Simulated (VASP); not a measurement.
Mg6ZnB:

```xyz
8
Lattice="3.8856 0.0000 0.0000 0.0000 4.0472 4.8849 0.0000 -4.0472 4.8849" Properties=species:S:1:pos:R:3 pbc="T T T"
Zn    1.9428    0.0000    4.1975
Mg    0.0000    0.0000    6.2562
Mg    0.0000   -1.8741    3.7634
Mg    0.0000    1.8741    3.7634
Mg    1.9428    0.0000    8.5243
Mg    1.9428   -2.6036    6.1732
Mg    1.9428    2.6036    6.1732
B     0.0000    0.0000    0.2283
```

The cell comes from a database or a generator and needn't be the stable form of this composition.

* Program: VASP 6.6.1
* Task: single point
* Functional: PBE
* Potentials or basis: VASP PAW PBE potentials, release 64 (Zn, Mg, B)
* Cutoff: 520 eV
* k mesh: 7 × 5 × 5
* Occupations: fermi-dirac, width 0.05 eV
* Spin: no spin polarisation

On this cell: pressure 0.0 GPa; largest force 0.078 eV/Å; band gap on the k mesh none (metal or under the smearing width).

The same run follows on a disturbed copy (atoms moved at random, drawn with an rms of 0.05 Å):

```
Zn Mg B
1.0
     3.88560    0.00000    0.00000
     0.00000    4.04725    4.88494
     0.00000   -4.04725    4.88494
Zn Mg B
1 6 1
Direct
  0.50604 0.42896 0.43828
  0.00087 0.63860 0.63629
  0.00450 0.14567 0.62605
  0.99811 0.61897 0.15436
  0.50666 0.87118 0.87084
  0.50647 0.31300 0.95068
  0.49828 0.94924 0.30672
  0.99421 0.01905 0.02015
```

What changes?

The energy (extrapolated to zero smearing) moves by +2.7 meV/atom; pressure 0.2 GPa; largest force 0.284 eV/Å; band gap on the k mesh none (metal or under the smearing width).

Forces in eV/Å, atoms in the order of the input:
```
Zn  -0.088  0.024 -0.150
Mg   0.056 -0.052  0.046
Mg   0.001  0.283  0.019
Mg   0.099 -0.070 -0.021
Mg  -0.222 -0.080 -0.045
Mg  -0.047 -0.104 -0.014
Mg   0.001  0.049  0.126
B    0.201 -0.050  0.038
```

Stress tensor (GPa, compression positive):
```
-0.69  0.04  0.19
 0.04  0.89 -0.11
 0.19 -0.11  0.40
```
